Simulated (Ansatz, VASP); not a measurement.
# Cross-check of Mg48H95 (V_H) between VASP and Ansatz

One calculation is typed for both programs; each brings its own data sets. How far apart do they land? The cell is taken from a series of runs on this material, whose earlier steps may have relaxed, scaled, displaced or heated it; both programs get it as it stands.

Main program and level: Ansatz 0.2.0; plane waves, with VASP 6.6.1 beside it; single point at PBEsol.

**1. The starting structure**

The cell holds 143 atoms: 48 Mg and 95 H. Its edges and angles: a = 10.787 Å, b = 16.181 Å, c = 12.663 Å, α = 54.1°, β = 54.1°, γ = 71.9°. It derives from MgH2 (MgH2 (P4_2/mnm)). Nearest the centre at fractional (0.473, 0.518, 0.625): Mg37 at 2.22 Å, Mg16 at 2.24 Å, Mg47 at 2.24 Å, H79 at 2.40 Å, H124 at 2.60 Å, H120 at 2.62 Å, H117 at 2.62 Å, H121 at 2.64 Å. The cell carries charge +1.

**2. Ansatz: single point, PBEsol**

Ansatz runs on its default PAW (the set named soft_2) files.

With cell and atoms fixed, the geometry can't cause a difference; cores, projectors, grids and the points listed under the comparison can.

input.yaml reads:

```yaml
crystal:
  checkpoint: "../qp1.relax_smeared.run"
  host: checkpoint
total_charge: 1
basis:
  ecutwfc: 420
  xc_grid: 2
hamiltonian:
  xc: pbesol
kpoints:
  mp_grid: { grid: [1, 1, 1] }
scf:
  occupations: { method: fermi_dirac, width: 0.01 }
  max_iter: 60
output:
  forces: true
  eigenvalues: true
  charged_corrections:
    epsilon: [4.16, 4.16, 4.21]
    static_epsilon: [11.89, 11.89, 8.5]
    defect_position: [0.472772, 0.518152, 0.625]
  eigenstates: { localisation: true }
  populations: true
  band_densities: [{ bands: [v1, v1] }, { bands: [c1, c1] }]
  write_density: true
  write_potential: true
  volumetric_format: npy
checkpoint:
  read: "../qp1.relax_smeared.run"
  write: "../qp1.point.run"
  compress: false
  write_wavefunctions: false
  write_every: 100000
```

The run is started by

```bash
ansatz run input.yaml --threads 4 --pin off --max-ram 7536MiB --backend cpu --events-out ev --progress --plain --runs-dir out
```

Numbers of over 12 decimals in the logs are rounded to 6 here.

The program printed:

```text
crystal.checkpoint: the structure is that of <dir>, a `relax` run, at its step 5: its result, under pbesol at a charge of 1 e; 143 atoms read, 0 with a starting moment; crystal.structure_sha256 for this input is
Engine: ansatz 0.2.0, x86_64-unknown-linux-gnu
Pseudopotentials: kind: paw
Pseudopotential: Mg, paw, valence charge 10, recommended cutoff 420 eV (normal), Mg.paw.azcp
Pseudopotential: H, paw, valence charge 1, recommended cutoff 420 eV (normal), H.paw.azcp
Functional definition: PBEsol
  exchange = pbesol_x
  correlation = pbesol_c
Crystal: 143 atoms, lattice volume = 1446.977 Å³
Basis set: ecut = 420 eV, 28237 PW (Γ), exchange–correlation on 150×240×180 points (8 copies of the dense FFT grid, shifted against one another)
Bands: 430, of which v1, the nominal top of the filled ones, is band 287 counted from 1 (286 counted from 0)
Symmetry: 1 space group operations
Space group: P1 (ITA 1), of the structure as read, at distance tolerance 1.1e-4 Å
k-points: 1
Non-local potential: Mg, projectors of the file, l = 0: 3, l = 1: 2, l = 2: 1
Non-local potential: H, projectors of the file, l = 0: 2, l = 1: 1
PAW form: soft (Blöchl's): semilocal exchange-correlation on the pseudo side does not see the compensation charge
PAW frozen core: Mg, regenerated for the run's functional, and the local potential with it (the file was generated under x = pbe(κ = 0.804, μ = 0.219515), c = pbe(β = 0.066725))
PAW one-centre angular grid: Mg, 110 points (default); XC on 64 Gauss nodes
PAW one-centre angular grid: H, 110 points (default); XC on 64 Gauss nodes
Initial density: read from a saved state, or passed on in memory by an earlier SCF of this step, an earlier step, the calling program or the single point that the run made first
Initial wavefunctions: those read from a saved state, or passed on in memory by an earlier step or the calling program
Functional: x = pbesol(κ = 0.804, μ = 0.123457), c = pbesol(β = 0.046)
SCF iter   1: F=—  HF=-93294.501675 eV  |F-HF|=—  |Δ(HF+E_count)|=         —  Δρ=1.71e-6  dr2=3.66e-8  ethr=2.01e-11  ⟨swp⟩=5.0  Hψ=997  notcnv=0
preconditioner: auto → Resta (q_TF=auto, 2.339 Å⁻¹)  ε∞=2.9  [insulator: Δε(μ)=3.253 eV  Ē_g=9.884 eV  σ=0.010 eV  W_gap=1.00  n_scr=296 (ndim 8)  ℏωp=13.5 eV  f_vac=0.003  D(μ)=0.00/eV (n_scr^D=0)  ε∞_Penn≈2.9]
SCF iter   2: F=-93294.501675 eV  HF=-93294.501675 eV  |F-HF|=6.77e-9  |Δ(HF+E_count)|=   9.63e-9  Δρ=1.01e-6  dr2=1.36e-8  ethr=6.37e-12  ⟨swp⟩=6.0  Hψ=1677  notcnv=0
SCF 1 converged in 2 iterations: F = -93294.501675 eV  dr2 = 1.36e-8
  greatest PAW one-centre occupation: 1.000 electrons in one spin orbital (limit 2), on the Mg atom at site 107 (counted from 0), in its partial waves of l = 0
SCF converged after 2 iterations
Free energy (F): -93294.501675 eV
Harris-Foulkes:  -93294.501675 eV  (|F-HF|=6.77e-9)
Internal energy: -93294.501675 eV  (E = F + TS)
E sigma→0 (E₀):  -93294.501675 eV
Fermi energy:    3.604003 eV
--- Per-component energies (eV) ---
  E_band       = -17901.198639
  E_kinetic    = 4943.553453
  E_local      = -82582.705235  (includes V_loc(G=0)·N_el)
  E_nonlocal   = 4729.803515
  E_hartree    = 29611.613389
  E_xc         = -2225.657194
  E_vxc        = -2892.599448  (∫ρ·V_xc dr)
  E_paw        = -13533.286248  (= ΣΔE_a)
  E_vpaw       = -1322.357252  (= ΣTr[D̂ρ^β])
  E_aug_tail   = -0.120600  (compensation charges beyond the density's cutoff)
  E_ewald      = -34240.528144
  E_core_change = 2.825389  (= ΣΔE_core)
  E_smearing   = -0.000000  (= −TS)
  E_closure    = 0.000000  (closes the sum)
  E_deformation_potential = 10.119525  (in the stress; not in F)
  Σ components = -93294.501675   (vs F -93294.501675, Δ=0.00e0)
--- Forces (eV/Å), atoms counted from 1 ---
  atom   1  Mg     0.00001304    -0.00028310     0.00066493
  atom   2  Mg     0.00120727    -0.00081966     0.00098920
  atom   3  Mg     0.00021477     0.00020481    -0.00001006
  atom   4  Mg     0.00019602    -0.00039876     0.00094575
  atom   5  H     -0.00002800     0.00039669    -0.00003941
  atom   6  H      0.00003984     0.00009176    -0.00018130
  atom   7  H      0.00012182     0.00020604     0.00007656
  atom   8  H      0.00006253     0.00058076    -0.00040827
  atom   9  H     -0.00016765    -0.00009741     0.00016921
  atom  10  H     -0.00029019     0.00024457    -0.00041020
  atom  11  H      0.00019678     0.00010990    -0.00009469
  atom  12  H     -0.00001285     0.00062371    -0.00041206
  atom  13  Mg     0.00051586    -0.00027874     0.00051610
  atom  14  Mg     0.00040043    -0.00012441     0.00110746
  atom  15  Mg     0.00006192     0.00001184     0.00023377
  atom  16  Mg     0.00058599    -0.00012821     0.00089318
  atom  17  H     -0.00012439     0.00010670     0.00010724
  atom  18  H     -0.00033784     0.00009420    -0.00017728
  atom  19  H     -0.00019340    -0.00006508     0.00024387
[...]
atom 140  H      0.00041315    -0.00006236     0.00052410
  atom 141  H     -0.00024122    -0.00016711     0.00028622
  atom 142  H      0.00041118    -0.00019951     0.00032648
  atom 143  H      0.00007969     0.00008017    -0.00004061
  max |Σ_I F_I| component: 4.36e-5 eV/Å
--- Charged-cell corrections in eV (Makov–Payne, q = +1.000 e, ε = [4.160, 4.160, 4.210] of the electrons, [11.890, 11.890, 8.500] with the ions) ---
  F (periodic)     = -93294.501675  (uncorrected; the corrections below are reported, never added to it)
  E_corr1          = +0.427826  (monopole, q²α_M/2ε̄L, of the cell on which ε is isotropic)
  F Makov-Payne    = n/a  (the rows are of the electrons' constant alone; ansatz place-levels tells what screens the charge)
  no potential alignment in this run, which stands beside a crystal: run the host's input off ansatz write-host-input, and read the two finished runs by ansatz place-levels (neither reads a slab, a wire or a sheet, whose cell leaves a vacuum)
--- Band table (eV) ---
  k-point 0: bands = [... 283 lower, 1.7109, 1.7301, 1.9283, 1.9773, 5.2306, 5.6641, 5.6935, 5.8703, ... 139 higher]
--- Löwdin populations: 143 sites ---
  site symbol       q [e]
     0     Mg      8.5597
     1     Mg      8.5612
     2     Mg      8.5626
     3     Mg      8.5617
     4      H      1.6742
     5      H      1.6732
     6      H      1.6712
     7      H      1.6732
     8      H      1.6736
     9      H      1.6721
    10      H      1.6741
    11      H      1.6733
    12     Mg      8.5612
    13     Mg      8.5583
    14     Mg      8.5620
    15     Mg      8.5619
    16      H      1.6727
    17      H      1.6724
    18      H      1.6735
    19      H      1.6721
    20      H      1.6735
    21      H      1.6737
    22      H      1.6733
    23      H      1.6727
[...]
135      H      1.6689
   136      H      1.6742
   137      H      1.6714
   138      H      1.6728
   139      H      1.6632
   140      H      1.6743
   141      H      1.6735
   142      H      1.6726
  spilling = 0.007066 (of n_electrons = 574.000000)
--- Band densities, each state counted as filled ---
  window                                       electrons  max residual (eV)  cut levels
  bands: [v1, v1]                               2.000000            5.4e-10           0
  bands: [c1, c1]                               2.000000             4.3e-5           0
```

**3. VASP: single point, PBEsol**

The same cell, functional, mesh and smearing now go to VASP, with its own data sets.

Lines of VASP's logs that name or quote its potential files are left out, and so is its time.

INCAR reads:

```
SYSTEM = Mg48H95
PREC = Accurate
ENCUT = 520
EDIFF = 1E-06
NELM = 120
ISMEAR = -1
SIGMA = 0.01
LREAL = Auto
ALGO = Normal
GGA = PS
NELECT = 190
NBANDS = 195
LORBIT = 11
LWAVE = .FALSE.
LCHARG = .FALSE.
ISIF = 2
LASPH = .TRUE.
GGA_COMPAT = .FALSE.
EFERMI = MIDGAP
```

POSCAR reads:

```
Mg48H95
1.0
    0.0000000000      8.9543703058      6.0154813993
   13.4315554587      0.0000000000      9.0232220990
    8.9543703058      8.9543703058      0.0000000000
Mg H
48 95
Direct
    0.1258088432      0.0833051022      0.1249179545
    0.3776573809      0.2487274893      0.3747539056
[... 3 atom lines left out ...]
    0.3725991146      0.2537162689      0.8736061799
[... 2 atom lines left out ...]
    0.1242168873      0.4157149380      0.1262302402
    0.3753273969      0.5830368588      0.3742065095
    0.9948569417      0.3284677249      0.0063435294
[... 1 atom line left out ...]
    0.1244852711      0.4157332060      0.6260052460
    0.3756491112      0.5825818138      0.8765154339
[... 1 atom line left out ...]
    0.2161582990      0.5035966914      0.7642902833
[... 4 atom lines left out ...]
    0.1219090635      0.7519955578      0.6251396840
[... 12 atom lines left out ...]
    0.8703845716      0.5851259145      0.3761060386
    0.5001809945      0.3340757913      0.9999345466
    0.7485523472      0.5002294860      0.2501190738
    0.6484043308      0.4016042408      0.6244566763
[... 1 atom line left out ...]
    0.4998192835      0.3343216488      0.4990609602
    0.7491408374      0.4998929387      0.7512198294
    0.6263716604      0.7506421367      0.1238483024
[... 2 atom lines left out ...]
    0.7580021688      0.8364766606      0.2437173187
    0.6275506347      0.7497743136      0.6239308594
[... 1 atom line left out ...]
    0.4944030603      0.6895773910      0.4857296666
[... 8 atom lines left out ...]
    0.2778787803      0.3165345484      0.1208165548
[... 7 atom lines left out ...]
    0.2778951867      0.3161496314      0.6256877370
[... 9 atom lines left out ...]
    0.2557465142      0.4976652407      0.6008641297
    0.2170896735      0.3546742344      0.8762770334
[... 1 atom line left out ...]
    0.2549525679      0.4986058232      0.8967795838
    0.0074396503      0.4777909009      0.8872099937
    0.2834014793      0.6443421780      0.6245474775
[... 2 atom lines left out ...]
    0.2241873689      0.6838470431      0.3786673990
[... 2 atom lines left out ...]
    0.2558517629      0.8298293517      0.4031686262
[... 2 atom lines left out ...]
    0.0060649915      0.6616751652      0.8474558767
    0.2577990424      0.8282379703      0.5964858976
    0.2240923289      0.6831217363      0.8733597440
[... 20 atom lines left out ...]
    0.7905780322      0.3068924553      0.6233725294
[... 2 atom lines left out ...]
    0.7223693511      0.3519206822      0.3811859628
[... 2 atom lines left out ...]
    0.7365083430      0.5023107466      0.4087258752
    0.5265004311      0.4822345191      0.3726111153
    0.7774741455      0.6483076238      0.1243910415
    0.4978773119      0.3432223084      0.8399522225
    0.7380787607      0.5011026739      0.6017066638
    0.7228220296      0.3518544491      0.8704128701
[... 1 atom line left out ...]
    0.4965880836      0.3443068425      0.6473724927
[... 1 atom line left out ...]
    0.5269072804      0.4820227690      0.8766197108
    0.7780566420      0.6479903949      0.6243249265
    0.5040906076      0.6620012862      0.3535748075
[... 1 atom line left out ...]
    0.7184367007      0.6882609323      0.3753475110
[... 3 atom lines left out ...]
    0.5340068731      0.8285885826      0.3606946805
[... 5 atom lines left out ...]
    0.5035143794      0.6621218296      0.6497491840
[... 2 atom lines left out ...]
    0.7759880157      0.9824861712      0.6244711871
```

KPOINTS reads:

```
Automatic mesh
0
Gamma
1 1 1
0 0 0
```

PAW data sets: Mg and H (PBE family, release 64).

The run is started by

```bash
export OMP_NUM_THREADS=3
mpirun -np 1 vasp_gam
```

The program printed:

```text
[banner, memory and clock lines left out]
running    1 mpi-ranks, on    1 nodes
[...]
Offloading initialized ...    1 GPUs detected
[...]
|                                                                             |
|               ----> ADVICE to this user running VASP <----                  |
|                                                                             |
|     You enforced a specific xc type in the INCAR file but a different       |
|     [... a line on the potential file left out ...]
|     I HOPE YOU KNOW WHAT YOU ARE DOING!                                     |
|                                                                             |

 LDA part: xc-table for (Slater+PW92), standard interpolation
 POSCAR, INCAR and KPOINTS ok, starting setup
[...]
entering main loop
       N       E                     dE             d eps       ncg     rms          rms(c)
DAV:   1     0.541602346898E+03    0.54160E+03   -0.71812E+04   390   0.817E+02
DAV:   2    -0.319578148155E+03   -0.86118E+03   -0.69034E+03   572   0.141E+02
DAV:   3    -0.447410320286E+03   -0.12783E+03   -0.12553E+03   468   0.486E+01
DAV:   4    -0.450953815314E+03   -0.35435E+01   -0.35377E+01   476   0.878E+00
DAV:   5    -0.450971083757E+03   -0.17268E-01   -0.17267E-01   468   0.724E-01BRMIX: very serious problems
 the old and the new charge density differ
 old charge density:   191.00000 new  190.00000
    0.297E+01
DAV:   6    -0.430570718047E+03    0.20400E+02   -0.11270E+01   444   0.465E+00    0.153E+01
DAV:   7    -0.423137285628E+03    0.74334E+01   -0.15620E+01   444   0.573E+00    0.224E+00
DAV:   8    -0.423268739634E+03   -0.13145E+00   -0.46621E-01   452   0.116E+00    0.611E-01
DAV:   9    -0.423260984119E+03    0.77555E-02   -0.49417E-02   468   0.347E-01    0.247E-01
[...]
DAV:  13    -0.423260615750E+03   -0.16715E-05   -0.23392E-05   492   0.173E-02    0.666E-03
DAV:  14    -0.423260622126E+03   -0.63759E-05   -0.48418E-05   452   0.108E-02    0.300E-03
DAV:  15    -0.423260622150E+03   -0.23993E-07   -0.76186E-07   276   0.204E-03
   1 F= -.42326062E+03 E0= -.42326062E+03  d E =0.000000E+00
```

Parts of OUTCAR (step 3):

```text
  FREE ENERGIE OF THE ION-ELECTRON SYSTEM (eV)
  ---------------------------------------------------
  free  energy   TOTEN  =      -423.2606221497 eV

  energy  without entropy=     -423.2606221497  energy(sigma->0) =     -423.26062215
```

The run ends at a pressure of -0.62 GPa, with forces up to 0.0052 eV/Å.

**4. Differences**

Known differences besides the potentials themselves: the cutoff is 420 eV in Ansatz and 520 eV in VASP (PREC = Accurate, projectors in real space); Ansatz makes its cores anew for this functional, VASP keeps those of its PBE data sets. Total energies have different zeros and are not compared.

The two programs side by side:

```tsv
quantity	Ansatz	VASP	difference
gap on the k mesh (eV)	3.253	3.245	+0.009
```

At this near-relaxed geometry the largest component of a force difference is 5 meV/Å. A gap on the mesh is an upper bound, since the band edges may lie between its points. The cell carries a charge of +1 e against a uniform background, so its pressure also hangs on how the neutralising background is counted, and in a defect's cell a gap may be the spacing between its levels.

**5. Outcome**

| Item | Value |
| --- | --- |
| difference in gap on the k mesh (single point, PBEsol) | 0.0087 eV |

What this shows: The difference in gap on the k mesh is 0.0087 eV (single point, PBEsol), within the 0.08 eV picked in this series as the mark of a large difference. The data sets hold unlike numbers of valence electrons (574 in Ansatz and 190 in VASP), so part of the differences comes from the potentials. Such differences can come from data sets, numerical settings and the points named under the comparisons, not from the functional's error against experiment.

[Lines on the potential files, build, host, timing and source positions are cut from VASP's logs without a mark.]

[Logs are printed without paths, hosts, clocks, repeated set-up lines and the standing remarks that a program may print on its own settings, such as how far it seeks lower states.]

[Hosts, paths, dates, database ids (printed as entryN), source tags and the programs' standing remarks are cut or masked in the printed files.]
